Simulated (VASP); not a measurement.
# AlB3P4 (P-4m2) in VASP: settings compared

The runs below take AlB3P4 through relaxation of cell and atoms, single point, with PBE, r2SCAN.

Everything below comes from runs of VASP 6.6.1. Logs are shortened: lines on timing, memory, paths and dates and some standing lists are left out, and cuts for length are marked.

## Step 1: The crystal as given

The structure is tetragonal, space group P-4m2 (No. 115). Conventional cell: a = 3.357 Å, b = 3.357 Å, c = 9.788 Å, α = 90.00°, β = 90.00°, γ = 90.00°. Al (site symmetry -4m2) is surrounded by 4 P at 2.30 Å. Around B (site symmetry 2mm) lie 4 P at 2.00 to 2.02 Å. B (site symmetry -4m2) has 4 P at 2.01 Å as nearest neighbours. P (site symmetry 2mm) has 4 B at 2.01 to 2.02 Å as nearest neighbours. Around P (site symmetry 2mm) lie 2 B at 2.00 Å and 2 Al at 2.30 Å.

The cell was built by a generator and needn't be a form met in nature.

## Step 2: Relaxation of cell and atoms, PBE

File INCAR:

```
PREC = Accurate
ENCUT = 520
EDIFF = 1E-6
ISMEAR = 0
SIGMA = 0.1
LREAL = False
LASPH = True
NELM = 120
ALGO = Normal
ISIF = 3
LWAVE = False
LCHARG = False
GGA = PE
IBRION = 2
NSW = 90
EDIFFG = -0.01
KPAR = 4
```

File KPOINTS:

```
Automatic mesh
0
Gamma
  10 10 4
```

File POSCAR:

```
AlB3P4
1.0
    3.3570000000      0.0000000000      0.0000000000
    0.0000000000      3.3570000000      0.0000000000
    0.0000000000      0.0000000000      9.7880000000
Al B P
1 3 4
Direct
    0.0000000000      0.0000000000      0.0000000000
    0.5000000000      0.5000000000      0.7273191700
    0.0000000000      0.0000000000      0.5000000000
    0.5000000000      0.5000000000      0.2726808300
    0.0000000000      0.5000000000      0.6134041700
    0.5000000000      0.0000000000      0.3865958300
    0.0000000000      0.5000000000      0.1609113200
    0.5000000000      0.0000000000      0.8390886800
```

Potentials or basis: VASP PAW PBE potentials, release 64 (Al, B, P).

Run with:

```
$ cat potpaw_PBE.64/Al/POTCAR potpaw_PBE.64/B/POTCAR potpaw_PBE.64/P/POTCAR > POTCAR
$ mpirun -np 4 vasp_std > vasp.out
```

OUTCAR:

```text
PREC = Accurate
   ENCUT = 520
   EDIFF = 1E-6
   ISMEAR = 0
   LREAL = False
   LASPH = True
   NELM = 120
   ISIF = 3
   GGA = PE
   IBRION = 2
   NSW = 90
   EDIFFG = -0.01

 ion  position               nearest neighbor table
   1  0.000  0.000  0.000-   7 2.30   8 2.30   7 2.30   8 2.30
   2  0.500  0.500  0.727-   8 2.00   8 2.00   5 2.02   5 2.02
   3  0.000  0.000  0.500-   5 2.01   6 2.01   5 2.01   6 2.01
   4  0.500  0.500  0.273-   7 2.00   7 2.00   6 2.02   6 2.02
   5  0.000  0.500  0.613-   3 2.01   3 2.01   2 2.02   2 2.02
   6  0.500  0.000  0.387-   3 2.01   3 2.01   4 2.02   4 2.02
   7  0.000  0.500  0.161-   4 2.00   4 2.00   1 2.30   1 2.30
   8  0.500  0.000  0.839-   2 2.00   2 2.00   1 2.30   1 2.30

  LATTYP: Found a simple tetragonal cell.
 ALAT       =     3.3570000000
 C/A-ratio  =     2.9156985404

  Lattice vectors:

 A1 = (   3.3570000000,   0.0000000000,   0.0000000000)
 A2 = (   0.0000000000,   3.3570000000,   0.0000000000)
 A3 = (   0.0000000000,   0.0000000000,   9.7880000000)

Analysis of symmetry for initial positions (statically):
=====================================================================
 Subroutine PRICEL returns:
 Original cell was already a primitive cell.

 Routine SETGRP: Setting up the symmetry group for a
 simple tetragonal supercell.

 Subroutine GETGRP returns: Found  8 space group operations
 (whereof  8 operations were pure point group operations)
 out of a pool of 16 trial point group operations.

The static configuration has the point symmetry D_2d.

Analysis of symmetry for dynamics (positions and initial velocities):
=====================================================================
 Subroutine PRICEL returns:
 Original cell was already a primitive cell.

 Routine SETGRP: Setting up the symmetry group for a
 simple tetragonal supercell.

 Subroutine GETGRP returns: Found  8 space group operations
 (whereof  8 operations were pure point group operations)
 out of a pool of 16 trial point group operations.

The dynamic configuration has the point symmetry D_2d.

 Subroutine INISYM returns: Found  8 space group operations
 (whereof  8 operations are pure point group operations),
 and found     1 'primitive' translations

----------------------------------------------------------------------------------------

                                     Primitive cell

  volume of cell :     110.3054

  direct lattice vectors                    reciprocal lattice vectors
     3.357000000  0.000000000  0.000000000     0.297885016  0.000000000  0.000000000
     0.000000000  3.357000000  0.000000000     0.000000000  0.297885016  0.000000000
     0.000000000  0.000000000  9.788000000     0.000000000  0.000000000  0.102165917

  length of vectors
     3.357000000  3.357000000  9.788000000     0.297885016  0.297885016  0.102165917

  position of ions in fractional coordinates (direct lattice)
     0.000000000  0.000000000  0.000000000
     0.500000000  0.500000000  0.727319170
     0.000000000  0.000000000  0.500000000
     0.500000000  0.500000000  0.272680830
     0.000000000  0.500000000  0.613404170
     0.500000000  0.000000000  0.386595830
     0.000000000  0.500000000  0.160911320
     0.500000000  0.000000000  0.839088680

  ion indices of the primitive-cell ions
   primitive index   ion index
                 1           1
                 2           2
                 3           3
                 4           4
                 5           5
                 6           6
                 7           7
                 8           8

----------------------------------------------------------------------------------------

 KPOINTS: Automatic mesh

Automatic generation of k-mesh.
 Grid dimensions read from file:
 generate k-points for:   10   10    4

 Generating k-lattice:

  Cartesian coordinates                     Fractional coordinates (reciprocal lattice)
     0.029788502  0.000000000  0.000000000     0.100000000  0.000000000  0.000000000
     0.000000000  0.029788502  0.000000000     0.000000000  0.100000000  0.000000000
     0.000000000  0.000000000  0.025541479     0.000000000  0.000000000  0.250000000

  Length of vectors
     0.029788502  0.029788502  0.025541479

  Shift w.r.t. Gamma in fractional coordinates (k-lattice)
     0.000000000  0.000000000  0.000000000

 Subroutine IBZKPT returns following result:
 ===========================================

 Found     63 irreducible k-points:

 Following reciprocal coordinates:
            Coordinates               Weight
  0.000000  0.000000  0.000000      1.000000
  0.100000  0.000000  0.000000      4.000000
  0.200000  0.000000  0.000000      4.000000
  0.300000  0.000000  0.000000      4.000000
  0.400000  0.000000  0.000000      4.000000
  0.500000  0.000000  0.000000      2.000000
[... 16 lines left out ...]
  0.100000  0.000000  0.250000      8.000000
  0.200000  0.000000  0.250000      8.000000
 [... further k-points ...]
   k-points           NKPTS =     63   k-points in BZ     NKDIM =     63   number of bands    NBANDS=     21
   number of dos      NEDOS =    301   number of ions     NIONS =      8
   total plane-waves  NPLWV =  62720
   dimension x,y,z NGX =    28 NGY =   28 NGZ =   80
   dimension x,y,z NGXF=    56 NGYF=   56 NGZF=  160
   ions per type =               1   3   4
   NGX,Y,Z   is equivalent  to a cutoff of  13.87, 13.87, 13.59 a.u.
   NGXF,Y,Z  is equivalent  to a cutoff of  27.73, 27.73, 27.18 a.u.
 SYSTEM =  unknown system
   PREC   = accura    normal or accurate (medium, high low for compatibility)
   ISTART =      0    job   : 0-new  1-cont  2-samecut
   ICHARG =      2    charge: 1-file 2-atom 10-const
   ISPIN  =      1    spin polarized calculation?
   LNONCOLLINEAR =      F non collinear calculations
   LSORBIT =      F    spin-orbit coupling
   LASPH  =      T    aspherical Exc in radial PAW
   ENCUT  =  520.0 eV  38.22 Ry    6.18 a.u.   6.24  6.24 18.20*2*pi/ulx,y,z
   NELM   =    120;   NELMIN=  2; NELMDL= -5     # of ELM steps
   EDIFF  = 0.1E-05   stopping-criterion for ELM
   LREAL  =      F    real-space projection
   EDIFFG = -.1E-01   stopping-criterion for IOM
   NSW    =     90    number of steps for IOM
   IBRION =      2    ionic relax: 0-MD 1-quasi-New 2-CG
   NFREE  =      1    steps in history (QN), initial steepest desc. (CG)
   ISIF   =      3    stress and relaxation
   ISYM   =      2    0-nonsym 1-usesym 2-fastsym
   POTIM  = 0.5000    time-step for ionic-motion
   TEBEG  =    0.0;   TEEND  =   0.0 temperature during run
   PSTRESS=    0.0 pullay stress
   NELECT =      32.0000    total number of electrons
   NUPDOWN=      -1.0000    fix difference up-down
   EMIN   =  10.00;   EMAX   =-10.00  energy-range for DOS
   EFERMI =   0.00;   METHOD = LEGACY
   ISMEAR =     0;   SIGMA  =   0.10  broadening in eV -4-tet -1-fermi 0-gaus
   EFERMI_NEDOS =   21; number of points for ismear=-14 and -15
   IALGO  =     38    algorithm
   IMIX   =      4    mixing-type and parameters
     AMIX     =   0.40;   BMIX     =  1.00
     AMIX_MAG =   1.60;   BMIX_MAG =  1.00
  volume/ion in A,a.u.               =      13.79        93.05
  Fermi-wavevector in a.u.,A,eV,Ry     =   1.083742  2.047976 15.980001  1.174497
  Thomas-Fermi vector in A             =   2.219815
   LORBIT       =      0    0 simple, 1 ext, 2 COOP (PROOUT), +10 PAW based schemes
   GGA     = PE    functional components
   LHFCALC =     F    Hartree Fock is set to
   AEXX    =    0.0000 exact exchange contribution
   IVDW    =     0    specifies the selected vdW correction
   LEPSILON=     F    determine dielectric tensor
   LRPA    =     F    only Hartree local field effects (RPA)
 conjugate gradient relaxation of ions
 non-spin polarized calculation
 Gauss-broadening in eV      SIGMA  =   0.10
  energy-cutoff  :      520.00
  volume of cell :      110.31
 maximum number of plane-waves:      3000
 NGX is ok and might be reduce to    28
   NGX = 13   NGY = 13   NGZ = 37

--------------------------------------- Ionic step        1  -------------------------------------------

 number of electron      32.0000001 magnetization

 Free energy of the ion-electron system (eV)
  ---------------------------------------------------
  ext. energy  EPLUGINS =         0.00000000
  ---------------------------------------------------
  free energy    TOTEN  =       -47.76618948 eV

  energy without entropy =      -47.76618781  energy(sigma->0) =      -47.76618865

------------------------ aborting loop because EDIFF is reached ----------------------------------------

  FORCE on cell =-STRESS in cart. coord.  units (eV):
  Direction    XX          YY          ZZ          XY          YZ          ZX
  --------------------------------------------------------------------------------------
  -------------------------------------------------------------------------------------
  Total       -0.6541972     -0.6541972      0.4912142      0.0000000      0.0000000     -0.0000000
  in kB       -9.5021664     -9.5021664      7.1348506      0.0000000      0.0000000     -0.0000000
  external PRESSURE =      -3.9564940 kB  Pullay stress =       0.0000000 kB
[... 153 lines left out ...]
  energy  without entropy=      -47.7700657915  energy(sigma->0) =      -47.77006665

--------------------------------------- Ionic step        5  -------------------------------------------

 number of electron      32.0000000 magnetization

 Free energy of the ion-electron system (eV)
  ---------------------------------------------------
  ext. energy  EPLUGINS =         0.00000000
  ---------------------------------------------------
  free energy    TOTEN  =       -47.77010690 eV

  energy without entropy =      -47.77010528  energy(sigma->0) =      -47.77010609

 E-fermi :   7.5295     XC(G=0): -10.3855

 val. band max:        7.2794828495   @ k =   0.0000   0.0000   0.0000
 cond. band min:       7.7899403906   @ k =   0.4000   0.4000   0.0000
 fundamental gap:      0.5104575411
 Fermi energy:         7.5295462727

 k-point     1 :       0.0000    0.0000    0.0000
  band No.  band energies     occupation
      1      -7.9269      2.00000
      2      -6.7911      2.00000
      3      -5.8801      2.00000
      4      -3.6196      2.00000
      5      -1.1503      2.00000
      6       2.6976      2.00000
[... 550 lines left out ...]
      5      -0.6551      2.00000
      6       0.4720      2.00000
[... 13 lines left out ...]
     20      10.1924      0.00000
     21      10.7954      0.00000

 [... further k-points ...]

------------------------ aborting loop because EDIFF is reached ----------------------------------------

  FORCE on cell =-STRESS in cart. coord.  units (eV):
  Direction    XX          YY          ZZ          XY          YZ          ZX
  --------------------------------------------------------------------------------------
  -------------------------------------------------------------------------------------
  Total       -0.0073156     -0.0073156     -0.0084999      0.0000000      0.0000000      0.0000000
  in kB       -0.1066152     -0.1066152     -0.1238740      0.0000000      0.0000000      0.0000000
  external PRESSURE =      -0.1123681 kB  Pullay stress =       0.0000000 kB
[... 23 lines left out ...]
  FREE ENERGIE OF THE ION-ELECTRON SYSTEM (eV)
  ---------------------------------------------------
  free  energy   TOTEN  =       -47.7701068977 eV

  energy  without entropy=      -47.7701052759  energy(sigma->0) =      -47.77010609

 reached required accuracy - stopping structural energy minimisation
```

It took 48 s on 4 MPI ranks of Intel Xeon 6975P-C (Granite Rapids), shared host; peak memory 0.32 GiB.

What came out:

| Quantity | Value |
| --- | --- |
| Free energy | -47.7701 eV |
| Relaxed volume | 13.74 Å³/atom |
| Relaxed cell | a = 3.344 Å, b = 3.344 Å, c = 9.834 Å, α = 90.00°, β = 90.00°, γ = 90.00° |
| Space group after relaxing (to 0.05 Å) | P-4m2 (No. 115) |
| Energy gained by relaxing | 0.5 meV/atom |
| Ionic steps | 5 |
| Pressure after relaxing | 0.0 GPa |
| Largest force after relaxing | 0.006 eV/Å |
| Band gap on the k mesh | 0.51 eV, indirect (least direct gap 0.60 eV) |

Forces on the atoms (eV/Å):
```
Al   0.000  0.000  0.000
B    0.000  0.000  0.006
B    0.000  0.000  0.000
B    0.000  0.000 -0.006
P    0.000  0.000  0.000
P    0.000  0.000  0.000
P    0.000  0.000  0.001
P    0.000  0.000 -0.001
```

The path:
```
step  energy change (eV)  largest force (eV/Å)  pressure (GPa)  volume (Å³)
   1              0.0000                0.0490           -0.40       110.31
   2             -0.0036                0.0313            0.23       109.76
   3             -0.0036                0.0323            0.23       109.75
   4             -0.0039                0.0073           -0.09       110.00
   5             -0.0039                0.0056           -0.01       109.94
```

Final structure:
```
CELL_PARAMETERS angstrom
3.34362 0.00000 0.00000
0.00000 3.34362 0.00000
0.00000 0.00000 9.83352
ATOMIC_POSITIONS crystal
Al 0.00000 0.00000 0.00000
B 0.50000 0.50000 0.72730
B 0.00000 0.00000 0.50000
B 0.50000 0.50000 0.27270
P 0.00000 0.50000 0.61362
P 0.50000 0.00000 0.38638
P 0.00000 0.50000 0.16081
P 0.50000 0.00000 0.83919
```

Levels at points of the mesh, in eV from the valence-band top:
| k point | band 14 | band 15 | band 16 | band 17 | band 18 | band 19 |
| --- | --- | --- | --- | --- | --- | --- |
| (0.00, 0.00, 0.00) | -0.71 | 0.00 | 0.00 | 0.60 | 0.62 | 1.39 |
| (0.50, 0.00, 0.00) | -2.29 | -2.18 | -0.34 | 1.55 | 2.16 | 2.79 |
| (0.50, 0.50, 0.00) | -4.24 | -4.24 | -3.77 | 0.68 | 0.68 | 0.75 |
| (0.00, 0.00, 0.50) | -1.75 | -0.32 | -0.32 | 0.52 | 0.64 | 1.57 |
| (0.50, 0.00, 0.50) | -2.72 | -2.70 | -0.34 | 2.23 | 2.65 | 2.73 |
| (0.50, 0.50, 0.50) | -4.53 | -4.53 | -4.40 | 1.56 | 1.56 | 1.78 |

[end of part 1 of 2]
